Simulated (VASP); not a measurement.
A convergence study with VASP on SnS₂ (1T layered): one setting is varied, all else stays as given below, so the limit is that of these other settings.

```
SnS2
1.0
    1.82500    -3.16099     0.00000
    1.82500     3.16099     0.00000
    0.00000     0.00000     5.90000
Sn S
1 2
Direct
  0.00000   0.00000   0.00000
  0.33333   0.66667   0.25000
  0.66667   0.33333   0.75000
```

Computed with PBE GGA, VASP's PBE PAW potentials (set 64) (plane waves; VASP 6.6.1). The tightest run used: 550 eV cut-off, 16×16×8 Γ-centred mesh, Gaussian smearing of 0.050 eV, potentials Sn_d S.

| setting | E (eV/atom) | pressure (GPa) | irreducible k-points |
|---|---|---|---|
| 1×1×1 mesh | 0.1908 | 34.32 | 1 |
| 2×2×1 mesh | -3.9037 | 6.51 | 2 |
| 3×3×2 mesh | -4.2812 | 4.28 | 6 |
| 4×4×2 mesh | -4.3633 | 3.42 | 8 |
| 5×5×2 mesh | -4.3809 | 3.21 | 10 |
| 6×6×3 mesh | -4.3826 | 3.20 | 17 |

**Question.** These are the cheaper rows. Estimate the results at 16×16×8 mesh, and how far the last row shown lies from them.

**Answer.** 
```csv
quantity,tightest run,last row shown is off by
E (eV/atom),-4.3857,0.0030
pressure (GPa),3.16,0.04
```

Left out are rungs that failed or repeat a setting and relaxations that didn't move; long series are thinned to 24 rows.

The compound is SnS2 in the 1T layered structure. The cell was not relaxed at this level.
